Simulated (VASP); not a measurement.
Level of theory: PBE GGA, VASP's PBE PAW potentials (set 64) (plane waves; VASP).

VASP ran on this input.

### INCAR
```
! general
SYSTEM =Tm
PREC   =Accurate
ENCUT  =300
LREAL  =.FALSE.   ! projection in real space or not
LASPH  =.TRUE.

! electronic loop
EDIFF  =1E-6   ! SCF stop (eV)
NELM   =100
ALGO   =Normal
LMAXMIX=6   ! l cut-off of mixed one-centre charges

! smearing
ISMEAR =1   ! Methfessel-Paxton
SIGMA  =0.136   ! width (eV)

! functional
GGA    =PE   ! PBE

! spin
ISPIN  =2   ! spin-polarised
MAGMOM =2.0 2.0 2.0 2.0

! ions
ISIF   =2   ! forces and stress, cell fixed

! output
LWAVE  =.FALSE.
LCHARG =.FALSE.
LORBIT =11   ! lm-projected
```

### KPOINTS
```
Automatic mesh
0
G
 7 7 2
```

File POSCAR:
```
Tm
1.0
  3.5113440000   0.0000000000   0.0000000000
 -1.7556720000   3.0409130000   0.0000000000
  0.0000000000   0.0000000000  11.2977710000
Tm
4
direct
  0.0000000000   0.0000000000   0.0000000000
  0.0000000000   0.0000000000   0.5000000000
  0.3333330000   0.6666670000   0.2500000000
  0.6666670000   0.3333330000   0.7500000000
```

POTCAR, in this order: Tm (PBE.64 set). Program: vasp_std.

Output of the run:

File OUTCAR:
```
 ion  position               nearest neighbor table
   1  0.000  0.000  0.000-   3 3.48   4 3.48   3 3.48   4 3.48   4 3.48   3 3.48
   2  0.000  0.000  0.500-   3 3.48   4 3.48   3 3.48   4 3.48   4 3.48   3 3.48
   3  0.333  0.667  0.250-   1 3.48   2 3.48   1 3.48   2 3.48   1 3.48   2 3.48
   4  0.667  0.333  0.750-   1 3.48   2 3.48   1 3.48   2 3.48   1 3.48   2 3.48
  LATTYP: Found a hexagonal cell.
 ALAT       =     3.5113440000
 C/A-ratio  =     3.2175061743
 Subroutine PRICEL returns:
 Original cell was already a primitive cell.
 Subroutine GETGRP returns: Found 24 space group operations
The static configuration has the point symmetry D_3d.
 The point group associated with its full space group is D_6h.
The dynamic configuration has the point symmetry D_3d.
The overall configuration has the point symmetry D_3d.
 Subroutine INISYM returns: Found 24 space group operations
 Subroutine IBZKPT returns following result:
 Found     16 irreducible k-points:

 Following reciprocal coordinates:
            Coordinates               Weight
  0.000000  0.000000  0.000000      1.000000
  0.142857  0.000000  0.000000      6.000000
  0.285714  0.000000  0.000000      6.000000
  0.428571  0.000000  0.000000      6.000000
...
```

OSZICAR:
```
...
DAV:  12    -0.212515305225E+02    0.48822E+01   -0.27013E+00  6695   0.273E+01    0.698E+01
DAV:  13    -0.170052651974E+02    0.42463E+01   -0.13426E+01  5648   0.380E+01    0.585E+01
DAV:  14    -0.146372111418E+02    0.23681E+01   -0.37859E+00  5328   0.260E+01    0.290E+01
DAV:  15    -0.164509384671E+02   -0.18137E+01   -0.38373E+00  5876   0.205E+01    0.368E+01
DAV:  16    -0.153012777904E+02    0.11497E+01   -0.12880E+00  5492   0.221E+01    0.157E+01
DAV:  17    -0.153524404931E+02   -0.51163E-01   -0.38827E-01  6160   0.891E+00    0.102E+01
DAV:  18    -0.154010374603E+02   -0.48597E-01   -0.17370E-01  6471   0.231E+00    0.103E+01
DAV:  19    -0.154175219798E+02   -0.16485E-01   -0.12014E-02  6159   0.102E+00    0.999E+00
DAV:  20    -0.154288212686E+02   -0.11299E-01   -0.71355E-03  6181   0.149E+00    0.976E+00
DAV:  21    -0.155193477643E+02   -0.90526E-01   -0.16225E-01  5308   0.869E+00    0.935E+00
DAV:  22    -0.156362881962E+02   -0.11694E+00   -0.46057E-01  6070   0.680E+00    0.934E+00
DAV:  23    -0.156113815935E+02    0.24907E-01   -0.43353E-02  6149   0.224E+00    0.923E+00
DAV:  24    -0.155992611429E+02    0.12120E-01   -0.34719E-02  6320   0.164E+00    0.930E+00
DAV:  25    -0.156051386037E+02   -0.58775E-02   -0.31478E-03  6142   0.444E-01    0.932E+00
DAV:  26    -0.156093020120E+02   -0.41634E-02   -0.77819E-04  5943   0.714E-01    0.935E+00
DAV:  27    -0.156165459593E+02   -0.72439E-02   -0.71798E-02  5102   0.401E+00    0.970E+00
DAV:  28    -0.156581851713E+02   -0.41639E-01   -0.15694E-01  5671   0.581E+00    0.117E+01
DAV:  29    -0.156421282188E+02    0.16057E-01   -0.10259E-01  5355   0.919E+00    0.113E+01
DAV:  30    -0.157247413803E+02   -0.82613E-01   -0.43653E-01  5644   0.984E+00    0.111E+01
DAV:  31    -0.156769619925E+02    0.47779E-01   -0.25143E-01  5559   0.109E+01    0.127E+01
DAV:  32    -0.156533578134E+02    0.23604E-01   -0.19062E-01  6299   0.606E+00    0.132E+01
DAV:  33    -0.156446557390E+02    0.87021E-02   -0.20427E-02  6480   0.210E+00    0.134E+01
DAV:  34    -0.156543517253E+02   -0.96960E-02   -0.15695E-02  5972   0.322E+00    0.131E+01
DAV:  35    -0.156544477249E+02   -0.96000E-04   -0.45266E-03  6232   0.437E-01    0.131E+01
DAV:  36    -0.156393507954E+02    0.15097E-01   -0.69589E-04  6287   0.742E-01    0.131E+01
DAV:  37    -0.156065087775E+02    0.32842E-01   -0.48051E-03  5307   0.210E+00    0.124E+01
DAV:  38    -0.155538388279E+02    0.52670E-01   -0.13482E-01  5042   0.617E+00    0.109E+01
DAV:  39    -0.156184871732E+02   -0.64648E-01   -0.88069E-02  5803   0.370E+00    0.116E+01
DAV:  40    -0.156212194741E+02   -0.27323E-02   -0.12678E-02  5851   0.184E+00    0.120E+01
DAV:  41    -0.155816469563E+02    0.39573E-01   -0.11642E-02  5824   0.267E+00    0.116E+01
DAV:  42    -0.155745728964E+02    0.70741E-02   -0.19226E-02  6508   0.338E+00    0.128E+01
DAV:  43    -0.155854050757E+02   -0.10832E-01   -0.47395E-02  6079   0.536E+00    0.993E+00
DAV:  44    -0.156768313875E+02   -0.91426E-01   -0.19125E-01  5834   0.113E+01    0.871E+00
DAV:  45    -0.157181065545E+02   -0.41275E-01   -0.96861E-02  6180   0.662E+00    0.950E+00
DAV:  46    -0.156675909497E+02    0.50516E-01   -0.85842E-02  5988   0.691E+00    0.768E+00
DAV:  47    -0.156756474049E+02   -0.80565E-02   -0.25764E-02  5953   0.393E+00    0.682E+00
DAV:  48    -0.156648192802E+02    0.10828E-01   -0.15395E-02  6153   0.181E+00    0.651E+00
DAV:  49    -0.156555170888E+02    0.93022E-02   -0.12998E-02  6497   0.295E+00    0.614E+00
DAV:  50    -0.156564800726E+02   -0.96298E-03   -0.64594E-02  5868   0.308E+00    0.851E+00
DAV:  51    -0.156203776286E+02    0.36102E-01   -0.27355E-01  5049   0.129E+01    0.675E+00
DAV:  52    -0.156620078598E+02   -0.41630E-01   -0.39436E-02  5862   0.236E+00    0.656E+00
DAV:  53    -0.156643210385E+02   -0.23132E-02   -0.95586E-03  6240   0.578E-01    0.649E+00
DAV:  54    -0.156677114820E+02   -0.33904E-02   -0.14595E-03  6028   0.655E-01    0.679E+00
DAV:  55    -0.156658802850E+02    0.18312E-02   -0.28340E-04  6051   0.135E-01    0.676E+00
DAV:  56    -0.157495446876E+02   -0.83664E-01   -0.26578E+00  5284   0.268E+01    0.166E+01
DAV:  57    -0.158482465589E+02   -0.98702E-01   -0.15120E-01  5914   0.597E+00    0.147E+01
DAV:  58    -0.158192940370E+02    0.28953E-01   -0.39938E-02  5968   0.142E+00    0.148E+01
DAV:  59    -0.158444250208E+02   -0.25131E-01   -0.13268E-02  6004   0.210E+00    0.158E+01
DAV:  60    -0.157898755352E+02    0.54549E-01   -0.12821E-02  5549   0.304E+00    0.155E+01
DAV:  61    -0.155445356001E+02    0.24534E+00   -0.43032E-01  4851   0.164E+01    0.178E+01
DAV:  62    -0.154694735433E+02    0.75062E-01   -0.14263E-01  5834   0.626E+00    0.111E+01
DAV:  63    -0.156260007604E+02   -0.15653E+00   -0.55699E-01  6100   0.897E+00    0.505E+00
DAV:  64    -0.156813131606E+02   -0.55312E-01   -0.77953E-02  6283   0.526E+00    0.451E+00
DAV:  65    -0.156732580546E+02    0.80551E-02   -0.22514E-02  6251   0.233E+00    0.445E+00
DAV:  66    -0.157187130537E+02   -0.45455E-01   -0.11065E-01  5452   0.782E+00    0.696E+00
DAV:  67    -0.157346389292E+02   -0.15926E-01   -0.38594E-02  6248   0.290E+00    0.926E+00
DAV:  68    -0.156985437853E+02    0.36095E-01   -0.26771E-02  6074   0.426E+00    0.752E+00
DAV:  69    -0.156829721116E+02    0.15572E-01   -0.30125E-02  6385   0.327E+00    0.864E+00
DAV:  70    -0.156647652176E+02    0.18207E-01   -0.16609E-02  6682   0.312E+00    0.791E+00
DAV:  71    -0.156653521747E+02   -0.58696E-03   -0.11123E-02  6504   0.299E+00    0.814E+00
DAV:  72    -0.156644900821E+02    0.86209E-03   -0.59216E-03  6310   0.172E+00    0.820E+00
DAV:  73    -0.156617792184E+02    0.27109E-02   -0.17542E-03  6736   0.524E-01    0.822E+00
DAV:  74    -0.156532164110E+02    0.85628E-02   -0.40073E-03  5860   0.160E+00    0.750E+00
DAV:  75    -0.156550527190E+02   -0.18363E-02   -0.48856E-04  6280   0.493E-01    0.754E+00
DAV:  76    -0.156596246843E+02   -0.45720E-02   -0.30894E-01  5647   0.139E+01    0.809E+00
DAV:  77    -0.157357342286E+02   -0.76110E-01   -0.62903E-02  5845   0.705E+00    0.986E+00
DAV:  78    -0.157558545504E+02   -0.20120E-01   -0.18916E-02  6008   0.222E+00    0.110E+01
DAV:  79    -0.157569106707E+02   -0.10561E-02   -0.70380E-03  6328   0.581E-01    0.114E+01
DAV:  80    -0.157413472201E+02    0.15563E-01   -0.26179E-02  5496   0.266E+00    0.950E+00
DAV:  81    -0.157434022294E+02   -0.20550E-02   -0.39867E-02  5571   0.376E+00    0.618E+00
DAV:  82    -0.157653407692E+02   -0.21939E-01   -0.25691E-01  5657   0.533E+00    0.742E+00
DAV:  83    -0.157665343668E+02   -0.11936E-02   -0.14634E-02  6081   0.222E+00    0.843E+00
DAV:  84    -0.157555454340E+02    0.10989E-01   -0.38045E-02  5480   0.522E+00    0.106E+01
DAV:  85    -0.157239426835E+02    0.31603E-01   -0.12341E-02  5839   0.491E+00    0.913E+00
DAV:  86    -0.157189972270E+02    0.49455E-02   -0.81601E-02  5502   0.599E+00    0.693E+00
DAV:  87    -0.157285675970E+02   -0.95704E-02   -0.53460E-02  6594   0.372E+00    0.602E+00
DAV:  88    -0.157425728257E+02   -0.14005E-01   -0.23341E-02  6625   0.297E+00    0.547E+00
DAV:  89    -0.157400752610E+02    0.24976E-02   -0.13948E-02  6445   0.265E+00    0.512E+00
DAV:  90    -0.157405076792E+02   -0.43242E-03   -0.97907E-03  6684   0.863E-01    0.497E+00
DAV:  91    -0.157187649042E+02    0.21743E-01   -0.23785E-02  6258   0.433E+00    0.473E+00
DAV:  92    -0.157722426388E+02   -0.53478E-01   -0.28415E-02  5855   0.268E+00    0.634E+00
DAV:  93    -0.157644700317E+02    0.77726E-02   -0.31840E-03  6419   0.163E+00    0.642E+00
DAV:  94    -0.157692944988E+02   -0.48245E-02   -0.21551E-03  6383   0.682E-01    0.673E+00
DAV:  95    -0.157619293859E+02    0.73651E-02   -0.14071E-03  6200   0.788E-01    0.664E+00
DAV:  96    -0.158332651200E+02   -0.71336E-01   -0.49312E-01  5170   0.844E+00    0.118E+01
DAV:  97    -0.158499951604E+02   -0.16730E-01   -0.23778E-02  5729   0.261E+00    0.135E+01
DAV:  98    -0.158395925117E+02    0.10403E-01   -0.10382E-02  6010   0.290E+00    0.140E+01
DAV:  99    -0.158423262007E+02   -0.27337E-02   -0.54407E-03  6233   0.245E+00    0.141E+01
DAV: 100    -0.158356044664E+02    0.67217E-02   -0.48442E-03  6589   0.186E+00
   1 F= -.15835604E+02 E0= -.15831928E+02  d E =-.110307E-01  mag=     4.3908
```

**OUTCAR**
```
------------------------ aborting loop EDIFF was not reached (unconverged)  ----------------------------
  FORCE on cell =-STRESS in cart. coord.  units (eV):
  Direction    XX          YY          ZZ          XY          YZ          ZX
  --------------------------------------------------------------------------------------
  Total      -51.8019325    -51.8019289    -92.0316910     -0.0000000      0.0000000      0.0000000
  in kB     -687.9967748   -687.9967271  -1222.3000876     -0.0000000      0.0000000      0.0000000
  external PRESSURE =    -866.0978632 kB  Pullay stress =       0.0000000 kB
  volume of cell :      120.63
      direct lattice vectors                 reciprocal lattice vectors
     3.511344000  0.000000000  0.000000000     0.284791237  0.164424303  0.000000000
    -1.755672000  3.040913000  0.000000000     0.000000000  0.328848606  0.000000000
     0.000000000  0.000000000 11.297771000     0.000000000  0.000000000  0.088513035
 POSITION                                       TOTAL-FORCE (eV/Angst)
 -----------------------------------------------------------------------------------
      0.00000      0.00000      0.00000        -0.000000      0.000000      0.000000
      0.00000      0.00000      5.64889        -0.000000      0.000000      0.000000
     -0.00000      2.02728      2.82444         0.000000      0.000000      0.000000
      1.75567      1.01364      8.47333        -0.000000      0.000000     -0.000000
 -----------------------------------------------------------------------------------
    total drift:                                0.000000     -0.000000      0.000000
  FREE ENERGIE OF THE ION-ELECTRON SYSTEM (eV)
  ---------------------------------------------------
  free  energy   TOTEN  =       -15.8356044664 eV

  energy  without entropy=      -15.8245737433  energy(sigma->0) =      -15.83192756

 total charge

# of ion       s       p       d       f       tot
--------------------------------------------------
    1        2.217   5.919   0.374  13.163  21.673
    2        2.217   5.919   0.374  13.163  21.673
    3        2.220   5.918   0.366  12.043  20.547
    4        2.220   5.918   0.366  12.043  20.547
--------------------------------------------------
tot          8.874  23.674   1.481  50.412  84.441

 magnetization (x)

# of ion       s       p       d       f       tot
--------------------------------------------------
    1        0.003  -0.036  -0.071   0.639   0.534
    2        0.003  -0.036  -0.071   0.639   0.534
    3        0.003  -0.037  -0.064   1.758   1.660
    4        0.003  -0.037  -0.064   1.758   1.660
--------------------------------------------------
tot          0.011  -0.148  -0.270   4.796   4.389
```
(Selected blocks of OUTCAR.)

**stdout**
```
...
DAV:  81    -0.157434022294E+02   -0.20550E-02   -0.39867E-02  5571   0.376E+00    0.618E+00
DAV:  82    -0.157653407692E+02   -0.21939E-01   -0.25691E-01  5657   0.533E+00    0.742E+00
DAV:  83    -0.157665343668E+02   -0.11936E-02   -0.14634E-02  6081   0.222E+00    0.843E+00
DAV:  84    -0.157555454340E+02    0.10989E-01   -0.38045E-02  5480   0.522E+00    0.106E+01
DAV:  85    -0.157239426835E+02    0.31603E-01   -0.12341E-02  5839   0.491E+00    0.913E+00
DAV:  86    -0.157189972270E+02    0.49455E-02   -0.81601E-02  5502   0.599E+00    0.693E+00
DAV:  87    -0.157285675970E+02   -0.95704E-02   -0.53460E-02  6594   0.372E+00    0.602E+00
DAV:  88    -0.157425728257E+02   -0.14005E-01   -0.23341E-02  6625   0.297E+00    0.547E+00
DAV:  89    -0.157400752610E+02    0.24976E-02   -0.13948E-02  6445   0.265E+00    0.512E+00
DAV:  90    -0.157405076792E+02   -0.43242E-03   -0.97907E-03  6684   0.863E-01    0.497E+00
DAV:  91    -0.157187649042E+02    0.21743E-01   -0.23785E-02  6258   0.433E+00    0.473E+00
DAV:  92    -0.157722426388E+02   -0.53478E-01   -0.28415E-02  5855   0.268E+00    0.634E+00
DAV:  93    -0.157644700317E+02    0.77726E-02   -0.31840E-03  6419   0.163E+00    0.642E+00
DAV:  94    -0.157692944988E+02   -0.48245E-02   -0.21551E-03  6383   0.682E-01    0.673E+00
DAV:  95    -0.157619293859E+02    0.73651E-02   -0.14071E-03  6200   0.788E-01    0.664E+00
DAV:  96    -0.158332651200E+02   -0.71336E-01   -0.49312E-01  5170   0.844E+00    0.118E+01
DAV:  97    -0.158499951604E+02   -0.16730E-01   -0.23778E-02  5729   0.261E+00    0.135E+01
DAV:  98    -0.158395925117E+02    0.10403E-01   -0.10382E-02  6010   0.290E+00    0.140E+01
DAV:  99    -0.158423262007E+02   -0.27337E-02   -0.54407E-03  6233   0.245E+00    0.141E+01
DAV: 100    -0.158356044664E+02    0.67217E-02   -0.48442E-03  6589   0.186E+00

 -----------------------------------------------------------------------------
|                                                                             |
|           W    W    AA    RRRRR   N    N  II  N    N   GGGG   !!!           |
|           W    W   A  A   R    R  NN   N  II  NN   N  G    G  !!!           |
|           W    W  A    A  R    R  N N  N  II  N N  N  G       !!!           |
|           W WW W  AAAAAA  RRRRR   N  N N  II  N  N N  G  GGG   !            |
|           WW  WW  A    A  R   R   N   NN  II  N   NN  G    G                |
|           W    W  A    A  R    R  N    N  II  N    N   GGGG   !!!           |
|                                                                             |
|     The electronic self-consistency was not achieved in the given           |
|     number of steps (NELM). The forces and other quantities evaluated       |
|     might not be reliable so examine the results carefully. If you find     |
|     spurious results, we suggest increasing NELM, if you were close to      |
|     convergence or switching to a different ALGO or adjusting the           |
|     density mixing parameters otherwise.                                    |
|                                                                             |
 -----------------------------------------------------------------------------

   1 F= -.15835604E+02 E0= -.15831928E+02  d E =-.110307E-01  mag=     4.3908
```

The run did not converge; its last values are not results.

At this cut-off the stress carries a Pulay error, which pulls relaxed volumes low.

The structure was generated: Tm was put into an ordered model structure, which need not be its known phase. The cell was not relaxed at this level.
